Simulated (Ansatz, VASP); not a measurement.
# TePtSe: VASP beside Ansatz, part 3 of 3

Wanted: the spread between two codes on one cell, functional and k mesh. The cell is taken from a series of runs on this material, whose earlier steps may have relaxed, scaled, displaced or heated it; both programs get it as it stands.

VASP 6.6.1 and Ansatz 0.2.0.

So far: The starting structure; Ansatz: zone-centre phonons, PBEsol, pair 1; VASP: zone-centre phonons, PBEsol, pair 1; Comparison.

## (5) VASP: zone-centre phonons, PBEsol, pair 2

Level of this step: PBEsol; plane waves and PAW (Pt, Se, Te) (VASP).

Second derivatives magnify differences that forces hide, and they need a tight electronic threshold.

The input, INCAR:

```
SYSTEM = TePtSe
PREC = Accurate
ENCUT = 500
EDIFF = 1E-08
NELM = 120
ISMEAR = 0
SIGMA = 0.01
LREAL = .FALSE.
ALGO = Normal
GGA = PS
NBANDS = 17
LASPH = .TRUE.
LORBIT = 11
LWAVE = .FALSE.
LCHARG = .FALSE.
ISIF = 2
IBRION = 8
GGA_COMPAT = .FALSE.
EFERMI = MIDGAP
NELMDL = -8
KPAR = 2
```

The input, POSCAR:

```
TePtSe
1.0
    3.8405849639      0.0000000000      0.0000000000
   -1.9202924819      3.4923463515      0.0000000000
    0.0000000000      0.0000000000     30.0000000000
Pt Se Te
1 1 1
Direct
    0.9990687858      0.9981375717      0.3334256388
    0.3296079857      0.6592159715      0.3743893803
    0.6713232284      0.3426464568      0.2888516476
```

The input, KPOINTS:

```
Automatic mesh
0
Gamma
9 9 1
0 0 0
```

PAW data sets: Pt, Se and Te (PBE family, release 64).

On the command line:

```
> mpirun -np 2 vasp_std
```

Numbers of over 12 decimals in the logs are rounded to 6 here.

The log of the run:

```text
[banner, memory and clock lines left out]
running    2 mpi-ranks, on    1 nodes
[...]
[... a notice as in an earlier step ...]

 LDA part: xc-table for (Slater+PW92), standard interpolation
 POSCAR, INCAR and KPOINTS ok, starting setup
[...]
entering main loop
       N       E                     dE             d eps       ncg     rms          rms(c)
DAV:   1     0.167002310857E+03    0.16700E+03   -0.63111E+03   850   0.854E+02
DAV:   2     0.442854073861E+01   -0.16257E+03   -0.15444E+03  1434   0.147E+02
DAV:   3    -0.156795339827E+02   -0.20108E+02   -0.19972E+02  1133   0.667E+01
DAV:   4    -0.160076507777E+02   -0.32812E+00   -0.32749E+00  1093   0.104E+01
[...]
DAV:  30    -0.152313773543E+02   -0.27391E-07    0.42637E-10   893   0.282E-05    0.153E-05
DAV:  31    -0.152313773683E+02   -0.13949E-07    0.49065E-10   890   0.293E-05    0.107E-05
DAV:  32    -0.152313773727E+02   -0.44531E-08    0.54350E-10   896   0.141E-05
   1 F= -.15231377E+02 E0= -.15231377E+02  d E =0.000000E+00
[...]
RMM:  12    -0.416566087084E-01   -0.18381E-07    0.20476E-09  1594   0.208E-05    0.510E-06
RMM:  13    -0.416566279373E-01   -0.19229E-07    0.55118E-09  1526   0.156E-05    0.278E-06
RMM:  14    -0.416566283056E-01   -0.36836E-09    0.11464E-09  1523   0.859E-06    0.129E-06
 first order change of Fermi-energy   0.57347E+00
 force on displaced ion       3 direction 2 :  -0.000  -7.984   0.242
 Linear response progress:
  Degree of freedom:   9/  9
       N       E                     dE             d eps       ncg     rms          rms(c)
RMM:   1    -0.764688547693E-01   -0.76469E-01    0.26419E-02  2014   0.103E+00
RMM:   2    -0.753436647838E-01    0.11252E-02   -0.14533E-03  1389   0.210E-01    0.146E-01
RMM:   3    -0.751425114948E-01    0.20115E-03   -0.13066E-04  1496   0.585E-02    0.989E-02
RMM:   4    -0.749972180640E-01    0.14529E-03   -0.10911E-04  1532   0.493E-02    0.189E-02
[...]
RMM:  18    -0.750382831463E-01   -0.17598E-07    0.34328E-08  1623   0.284E-05    0.603E-06
RMM:  19    -0.750382978102E-01   -0.14664E-07    0.63753E-09  1527   0.172E-05    0.333E-06
RMM:  20    -0.750383036350E-01   -0.58248E-08    0.29483E-08  1491   0.122E-05    0.159E-06
 first order change of Fermi-energy   0.24105E+00
 force on displaced ion       3 direction 3 :   0.000   0.243  -9.566
 Linear response finished
```

From OUTCAR (step 5):

```text
  Total       -0.7155886     -2.7086877     -0.0125636     -0.0000000      0.0013711      0.0000000
  in kB       -2.8492992    -10.7853334     -0.0500254     -0.0000000      0.0054593      0.0000000
  external PRESSURE =      -4.5615527 kB  Pullay stress =       0.0000000 kB

 POSITION                                       TOTAL-FORCE (eV/Angst)
 -----------------------------------------------------------------------------------
      1.92029      3.48584     10.00277         0.000000      0.001974     -0.002323
     -0.00000      2.30221     11.23168        -0.000000     -0.000478      0.002124
      1.92029      1.19664      8.66555        -0.000000     -0.001496      0.000198
 -----------------------------------------------------------------------------------
    total drift:                               -0.000001     -0.000081     -0.000047

[... 1 part as in an earlier step ...]

[... 1 further part left out ...]
```

## (6) Ansatz: zone-centre phonons, PBEsol, pair 2

The same cell, functional and mesh now go to Ansatz, which takes its cutoff from its data sets.

The cell is taken from a series of runs on this material, whose earlier steps may have relaxed, scaled, displaced or heated it; both programs get it as it stands.

The input, input.yaml:

```yaml
crystal:
  lattice:
    - [3.8405849639, 0.0, 0.0]
    - [-1.9202924819, 3.4923463515, 0.0]
    - [0.0, 0.0, 30.0]
  atoms:
    - { symbol: Pt, position: [-0.0009312142, -0.0018624283, 0.3334256388] }
    - { symbol: Se, position: [0.3296079857, 0.6592159715, 0.3743893803] }
    - { symbol: Te, position: [0.6713232284, 0.3426464568, 0.2888516476] }
  periodic: [true, true, false]
kpoints:
  mp_grid: { grid: [9, 9, 1] }
hamiltonian:
  xc: pbesol
  pseudopotentials: { kind: paw, azcp: { folder: soft_1 }, xc_functional: pbe }
scf:
  occupations: { method: fixed }
output:
  eigenvalues: true
phonons:
  method: dfpt
```

On the command line:

```
> ansatz run input.yaml --threads 4 --pin off --max-ram 16384MiB --backend cpu --events-out ev --progress --plain --runs-dir out
```

The log of the run:

```text
[...]
Crystal: 3 atoms, lattice volume = 402.380 Å³
Basis set: ecut = 420 eV, 7917 PW (Γ), exchange–correlation on 54×54×432 points (8 copies of the dense FFT grid, shifted against one another)
Bands: 30, of which v1, the nominal top of the filled ones, is band 25 counted from 1 (24 counted from 0)
Symmetry: 2 space group operations
k-points: 25 of 81 (time reversal used)
[...]
k-point 24: bands = [... 21 lower, -7.8465, -7.2256, -6.9175, -5.6830, -4.1575, -3.3737, -0.4251, 0.6661, ... 1 higher]
  ° read free of the cell's end (the report's vacuum.weakly_bound_levels)
[...]
ASR residual: 9.195e-5 → 0.000e0 eV/Å²; symmetrization residual: 5.414e-5 eV/Å²
  ASR residual per site (eV/Å²): 6.35e-5 9.20e-5 5.39e-5
  Γ frequencies (cm⁻¹): 0.00 0.00 0.00 144.24 151.58 168.87 179.14 189.36 203.35
[...]
[key lines of the parts left out:]
SCF converged after 14 iterations
Free energy (F): -24712.077755 eV
Fermi energy:    -5.226401 eV
```

## (7) Side by side

What differs besides the data sets and the points named for the pairs above, as far as they apply: the data sets hold 50 valence electrons in Ansatz (on its PAW soft_1 files) and 22 in VASP. Total energies have different zeros and are not compared.

The two programs side by side:

```
             quantity  Ansatz   VASP  difference
optical mode 1 (cm⁻¹)   144.2  144.3     -0.06 %
optical mode 2 (cm⁻¹)   151.6  151.6     -0.03 %
optical mode 3 (cm⁻¹)   168.9  169.3     -0.28 %
optical mode 4 (cm⁻¹)   179.1  179.5     -0.21 %
optical mode 5 (cm⁻¹)   189.4  189.8     -0.22 %
optical mode 6 (cm⁻¹)   203.3  203.7     -0.20 %
```

Modes are paired by rising frequency, not by their patterns, so a pair may set unlike modes beside each other; they are those without the splitting of longitudinal modes. Where the cell holds vacuum, a pressure given here is an average over it and none of the material.

## (8) Results

```
r.m.s. difference of the optical zone-centre modes, each program's sorted by frequency (zone-centre phonons, PBEsol, pair 1) : 0.36 cm⁻¹
r.m.s. difference of the optical zone-centre modes, each program's sorted by frequency (zone-centre phonons, PBEsol, pair 2) : 0.35 cm⁻¹
```

In words: The r.m.s. difference of the optical zone-centre modes, each program's sorted by frequency is 0.36 cm⁻¹ (zone-centre phonons, PBEsol, pair 1). The data sets hold unlike numbers of valence electrons (50 in Ansatz and 22 in VASP), so part of the differences may come from the potentials. Such differences can come from data sets, numerical settings and the points named under the comparisons, not from the functional's error against experiment.

[Lines on the potential files, build, host, timing and source positions are cut from VASP's logs without a mark.]

[Logs are printed without paths, hosts, clocks, repeated set-up lines and the standing remarks that a program may print on its own settings, such as how far it seeks lower states.]

[Hosts, paths, dates, database ids (printed as entryN), source tags and the programs' standing remarks are cut or masked in the printed files.]
